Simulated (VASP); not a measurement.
Data:

```xyz
8
Lattice="-2.8594 2.8594 5.1324 2.8594 -2.8594 5.1324 2.8594 2.8594 -5.1324" Properties=species:S:1:pos:R:3 pbc="T T T"
Cd     0.0000     0.0000     0.0000
Cd     0.0000     2.8594     2.5662
Ge     0.0000     0.0000     5.1324
Ge     2.8594     0.0000     2.5662
As     1.2855     1.4297     6.4155
As     1.4297    -1.2855     3.8493
As     1.5739     1.4297     1.2831
As     1.4297     4.1449    -1.2831
```

Level of theory: PBE GGA, VASP's PBE PAW potentials (set 64) (plane waves; VASP). Numerical set-up: 500 eV cut-off, 6×6×6 Γ-centred mesh, Gaussian smearing of 0.050 eV, potentials Cd Ge_d As.

**Question.** Estimate the energy per atom (σ→0), pressure, band gap (on the k-mesh) with the smallest direct gap where there is one.

**Answer.** 
```yaml
band gap (on the k-mesh): 0.51 eV
smallest direct gap (on the k-mesh): 0.51 eV
energy per atom (σ→0): -3.471 eV/atom
pressure: 20.05 GPa
```

The compound is CdGeAs2 in the chalcopyrite structure. It was relaxed first under an external pressure of 20 GPa.
